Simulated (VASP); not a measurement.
Si:

```
Si
1.0
     0.08547    2.78139    2.78139
     2.78139    0.08547    2.78139
     2.78139    2.78139    0.08547
Si
2
Direct
  0.00000 0.00000 0.00000
  0.25000 0.25000 0.25000
```

```yaml
Program: VASP 6.6.1
Task: relaxation of the atoms
Functional: LDA
Potentials_or_basis: VASP PAW LDA potentials, release 64 (Si)
Cutoff: 520 eV
k_mesh: 10 × 10 × 10
Occupations: gaussian, width 0.01 eV
Spin: no spin polarisation
```

At the start: pressure -3.4 GPa; volume 20.53 Å³/atom.

Question: Where does the relaxation end?

Answer: Over 3 steps the energy falls by 3.1 meV/atom; space group R-3m (No. 166, to 0.05 Å).

The path:
```csv
step,energy change (eV),largest force (eV/Å),pressure (GPa)
1,0.0000,0.3709,-3.35
2,-0.0061,0.0354,-3.57
3,-0.0062,0.0010,-3.55
```

Final structure:
```
CELL_PARAMETERS angstrom
0.08547 2.78139 2.78139
2.78139 0.08547 2.78139
2.78139 2.78139 0.08547
ATOMIC_POSITIONS crystal
Si 0.00168 0.00168 0.00168
Si 0.24832 0.24832 0.24832
```
